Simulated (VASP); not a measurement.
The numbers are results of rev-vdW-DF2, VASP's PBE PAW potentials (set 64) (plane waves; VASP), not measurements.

The input files of a VASP run:

INCAR:
```
SYSTEM = Ir
PREC = Accurate
ENCUT = 520
EDIFF = 1E-7
NELM = 100
ALGO = Normal
LREAL = .FALSE.
LASPH = .TRUE.
ISMEAR = -5
GGA = MK
PARAM1 = 0.1234568
PARAM2 = 0.7114
ZAB_VDW = -1.8867
LUSE_VDW = .TRUE.
AGGAC = 0.0
LMAXMIX = 6
LWAVE = .FALSE.
LCHARG = .TRUE.
LORBIT = 11
NEDOS = 601
ISIF = 2
```

### KPOINTS
```
Automatic mesh
0
Gamma
18 18 18
0 0 0
```

### POSCAR
```
Ir
2.7297410
  0.0000000000   0.7071068939   0.7071068939
  0.7071068939   0.0000000000   0.7071068939
  0.7071068939   0.7071068939   0.0000000000
Ir
1
Direct
  0.0000000000   0.0000000000   0.0000000000
```

POTCAR, in this order: Ir (PBE.64 set). Program: vasp_std.

What VASP printed:

### OSZICAR
```
       N       E                     dE             d eps       ncg     rms          rms(c)
DAV:   1     0.469056649064E+02    0.46906E+02   -0.44876E+03  3152   0.102E+03
DAV:   2    -0.670369143175E+01   -0.53609E+02   -0.52378E+02  3128   0.211E+02
DAV:   3    -0.737230215450E+01   -0.66861E+00   -0.66823E+00  4464   0.319E+01
DAV:   4    -0.737684976499E+01   -0.45476E-02   -0.45489E-02  4080   0.196E+00
DAV:   5    -0.737688195918E+01   -0.32194E-04   -0.32050E-04  4592   0.101E-01    0.145E+01
DAV:   6    -0.690139757021E+01    0.47548E+00   -0.10357E+00  3640   0.141E+01    0.588E+00
DAV:   7    -0.681838943745E+01    0.83008E-01   -0.29680E-01  4088   0.700E+00    0.154E+00
DAV:   8    -0.681274245984E+01    0.56470E-02   -0.20470E-03  3440   0.702E-01    0.487E-01
DAV:   9    -0.681195061922E+01    0.79184E-03   -0.73668E-04  4208   0.453E-01    0.134E-02
DAV:  10    -0.681195887857E+01   -0.82594E-05   -0.48876E-06  4216   0.234E-02    0.366E-03
DAV:  11    -0.681195930835E+01   -0.42977E-06   -0.97118E-08  3968   0.362E-03    0.817E-04
DAV:  12    -0.681195913092E+01    0.17743E-06   -0.83610E-09  1960   0.125E-03    0.726E-05
DAV:  13    -0.681195911986E+01    0.11066E-07   -0.21889E-10  1744   0.201E-04
   1 F= -.68119591E+01 E0= -.68119591E+01  d E =0.000000E+00
```

### OUTCAR
```
------------------------ aborting loop because EDIFF is reached ----------------------------------------
  FORCE on cell =-STRESS in cart. coord.  units (eV):
  Direction    XX          YY          ZZ          XY          YZ          ZX
  --------------------------------------------------------------------------------------
  Total        0.0081162      0.0081162      0.0081162      0.0000000     -0.0000000     -0.0000000
  in kB        0.9040987      0.9040987      0.9040987      0.0000000     -0.0000000     -0.0000000
  external PRESSURE =       0.9040987 kB  Pullay stress =       0.0000000 kB
  volume of cell :       14.38
      direct lattice vectors                 reciprocal lattice vectors
     0.000000000  1.930218680  1.930218680    -0.259038007  0.259038007  0.259038007
     1.930218680  0.000000000  1.930218680     0.259038007 -0.259038007  0.259038007
     1.930218680  1.930218680  0.000000000     0.259038007  0.259038007 -0.259038007
 POSITION                                       TOTAL-FORCE (eV/Angst)
 -----------------------------------------------------------------------------------
      0.00000      0.00000      0.00000        -0.000000      0.000000      0.000000
 -----------------------------------------------------------------------------------
    total drift:                                0.000000      0.000000     -0.000000
  FREE ENERGIE OF THE ION-ELECTRON SYSTEM (eV)
  ---------------------------------------------------
  free  energy   TOTEN  =        -6.8119591199 eV

  energy  without entropy=       -6.8119591199  energy(sigma->0) =       -6.81195912

 total charge

# of ion       s       p       d       tot
------------------------------------------
    1        0.663   0.711   6.973   8.348
```
(Selected blocks of OUTCAR.)

For a metal the tetrahedron method with Blöchl corrections gives inexact stress and forces.

The compound is Ir in the fcc structure. It was relaxed first.
